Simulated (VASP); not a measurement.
Method: MS2 meta-GGA, VASP's PBE PAW potentials (set 64) (plane waves; VASP 6.6.1).

VASP input:

**POSCAR**
```
Ca
1
    0.0000000000     2.7900000000     2.7900000000
    2.7900000000     0.0000000000     2.7900000000
    2.7900000000     2.7900000000     0.0000000000
Ca
1
Direct
  0.0000000000   0.0000000000   0.0000000000
```

**INCAR**
```
SYSTEM = Ca
PREC = Accurate; ENCUT = 520; LREAL = .False.
LASPH = .True.
EDIFF = 1E-6; NELM = 100; ALGO = Normal
LMIXTAU = .True.
ISMEAR = 1; SIGMA = 0.1
METAGGA = MS2
IBRION = 2; NSW = 60; ISIF = 3
EDIFFG = -0.01
LWAVE = .False.; LCHARG = .False.
```

KPOINTS:
```
Automatic mesh
0
gamma
 10 10 10
```

POTCAR, in this order: Ca_sv (PBE.64 set). Program: vasp_std.

Energy and stress use the plane-wave basis of the starting cell.

Estimate the energy per atom (σ→0), volume per atom, band gap (on the k-mesh).

```
Property                                                     Value
------------------------  ----------------------------------------
energy per atom (σ→0)                               -7.326 eV/atom
band gap (on the k-mesh)  none (metal, semimetal or under 0.01 eV)
volume per atom                                     42.55 Å^3/atom
```

### OSZICAR
```
...
DAV:   9    -0.732639398498E+01    0.20184E-04   -0.28872E-06   858   0.210E-02    0.352E-03
DAV:  10    -0.732637549087E+01    0.18494E-04   -0.33404E-06   848   0.199E-02    0.514E-04
DAV:  11    -0.732637852428E+01   -0.30334E-05   -0.47767E-07   573   0.861E-03    0.131E-03
DAV:  12    -0.732637681197E+01    0.17123E-05   -0.74905E-08   426   0.400E-03    0.109E-03
DAV:  13    -0.732637108471E+01    0.57273E-05   -0.60858E-08   426   0.235E-03    0.341E-04
DAV:  14    -0.732636955576E+01    0.15289E-05   -0.23816E-08   426   0.169E-03    0.208E-04
DAV:  15    -0.732636904040E+01    0.51536E-06   -0.84135E-09   426   0.108E-03
   4 F= -.73263690E+01 E0= -.73262315E+01  d E =-.176469E-02
```

The compound is Ca in the fcc structure. This run relaxes it. Symmetry was kept, so distortions that lower it aren't found.
